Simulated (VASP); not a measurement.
A convergence study with VASP on Ge (diamond): one setting is varied, all else stays as given below, so the limit is that of these other settings.

```
Ge
1.0
    0.00000     2.82900     2.82900
    2.82900     0.00000     2.82900
    2.82900     2.82900     0.00000
Ge
2
Direct
  0.00000   0.00000   0.00000
  0.25000   0.25000   0.25000
```

Method: PBE GGA, VASP's PBE PAW potentials (set 64) (plane waves; VASP 6.6.1). The tightest run used: 550 eV cut-off, 13×13×13 Monkhorst-Pack mesh, Gaussian smearing of 0.050 eV, potentials Ge_d.

```
setting     E (eV/atom)  pressure (GPa)  irreducible k-points
----------  -----------  --------------  --------------------
1×1×1 mesh       5.4233           54.74                     1
2×2×2 mesh      -4.3895            3.68                     2
3×3×3 mesh      -4.1188            5.38                     4
4×4×4 mesh      -4.5008            3.56                    10
5×5×5 mesh      -4.4537            3.72                    10
6×6×6 mesh      -4.5047            3.63                    28
```

These are the cheaper rows. Estimate the results at 13×13×13 mesh, and how far the last row shown lies from them.

```
quantity        tightest run  last row shown is off by
--------------  ------------  ------------------------
E (eV/atom)          -4.5048                    0.0001
pressure (GPa)          3.64                     -0.01
```

Left out are rungs that failed or repeat a setting and relaxations that didn't move; long series are thinned to 24 rows.

The compound is Ge in the diamond structure. The cell was not relaxed at this level.
